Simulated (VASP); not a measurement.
Here is the system:

```xyz
6
Lattice="4.0077 0.0000 0.0000 -2.0039 3.4708 0.0000 0.0000 0.0000 12.9265" Properties=species:S:1:pos:R:3 pbc="T T T"
Cd     2.0039     1.1569    11.3107
Cd     0.0000     2.3139     4.8474
Br     0.0000     0.0000     9.7467
Br     0.0000     0.0000     3.2835
Br     0.0000     2.3139    12.8745
Br     2.0039     1.1569     6.4112
```

These are r2SCAN meta-GGA, VASP's PBE PAW potentials (set 64) (plane waves; VASP 6.6.1) values and carry that method's errors. Settings: 400 eV cut-off, 6×6×2 Γ-centred mesh, Gaussian smearing of 0.050 eV, potentials Cd Br.

### Question
What does the run give for the energy per atom (σ→0), band gap (on the k-mesh) with the smallest direct gap where there is one?

### Answer

```yaml
band gap (on the k-mesh): 3.49 eV
smallest direct gap (on the k-mesh): 3.49 eV
energy per atom (σ→0): -1601.0 kJ/mol of atoms
```

The structure comes from a computed database's CdBr2 entry (P6_3mc); how it stands against other phases isn't given here. It was relaxed first. The start is the result of an earlier pass.
